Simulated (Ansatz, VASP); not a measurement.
# One calculation of CaZnBr4, two programs

Contents of INCAR:

```
SYSTEM = CaZnBr4
ALGO     = Normal         ! electronic algorithm
EDIFF    = 1E-6           ! SCF threshold, eV
EDIFFG   = -0.01          ! ionic threshold
ENCUT    = 600            ! plane-wave cutoff, eV
GGA      = PE             ! functional
IBRION   = 2              ! ionic algorithm
ISIF     = 3              ! what is computed and relaxed
ISMEAR   = 0              ! smearing method
LASPH    = .True.         ! aspherical terms in the spheres
LCHARG   = .False.        ! write CHGCAR
LREAL    = .False.        ! projectors in reciprocal space
LWAVE    = .False.        ! write WAVECAR
NELM     = 100            ! most SCF steps
NSW      = 100            ! ionic steps
PREC     = Accurate       ! precision mode
SIGMA    = 0.1            ! smearing width, eV
```

The input KPOINTS:

```
k-points
0
Gamma
  8 8 8
  0 0 0
```

The input POSCAR:

```
CaZnBr4
1.0
    0.0000000000      4.3555099900      4.3555099900
    4.3555099900      0.0000000000      4.3555099900
    4.3555099900      4.3555099900      0.0000000000
Ca Zn Br
1 1 4
Direct
    0.0000000000      0.0000000000      0.0000000000
    0.2500000000      0.2500000000      0.2500000000
    0.6249476700      0.1251570000      0.6249476700
    0.6249476700      0.6249476700      0.6249476700
    0.1251570000      0.6249476700      0.6249476700
    0.6249476700      0.6249476700      0.1251570000
```

Input for Ansatz:

```yaml
crystal:
  lattice:
    - [0.0, 4.35550999, 4.35550999]
    - [4.35550999, 0.0, 4.35550999]
    - [4.35550999, 4.35550999, 0.0]
  atoms:
    - { symbol: Ca, position: [0.0, 0.0, 0.0] }
    - { symbol: Zn, position: [0.25, 0.25, 0.25] }
    - { symbol: Br, position: [0.62494767, 0.125157, 0.62494767] }
    - { symbol: Br, position: [0.62494767, 0.62494767, 0.62494767] }
    - { symbol: Br, position: [0.125157, 0.62494767, 0.62494767] }
    - { symbol: Br, position: [0.62494767, 0.62494767, 0.125157] }
basis:
  ecutwfc: 420
kpoints:
  mp_grid: { grid: [8, 8, 8] }
hamiltonian:
  xc: pbe
scf:
  occupations: { method: gaussian, width: 0.1 }
output:
  forces: true
  stress: true
  eigenvalues: true
  write_density: true
  write_potential: true
  elf: true
  volumetric_format: npy
relax:
  adjacent_minimum: "off"
  f_tol: 0.01
  max_steps: 80
  cell: { stress_tol: 0.05 }
```

Change from the starting cell: species swapped into the YbCdNi4 type (F-43m, No. 216).

Alike in both runs: task relaxation of cell and atoms; functional PBE; k mesh 8 × 8 × 8; occupations gaussian, width 0.1 eV; no spin polarisation.

|  | VASP | Ansatz |
| --- | --- | --- |
| version | VASP 6.6.1 | Ansatz 0.2.0 |
| potentials or method | VASP PAW PBE potentials, release 64 (Ca_sv, Zn, Br) | scalar-relativistic, plane waves, PAW |
| plane-wave cutoff (eV) | 600 | 420 |
| valence electrons in the cell | 50 | 50 |

|  | VASP | Ansatz | Ansatz less VASP |
| --- | --- | --- | --- |
| gap on the k mesh at the Fermi level, each at its own relaxed structure (eV) | none | none | - |
| relaxed volume (Å³/atom) | 30.74 | 30.76 | +0.016 |
| relaxed cell length with the largest relative difference (Å) | 6.390 | 6.391 | +0.0011 |
| energy change over the relaxation (meV/atom) | -29 | -29 | +0.2 |

A gap of «none» marks a metal or a gap that the smearing closes.
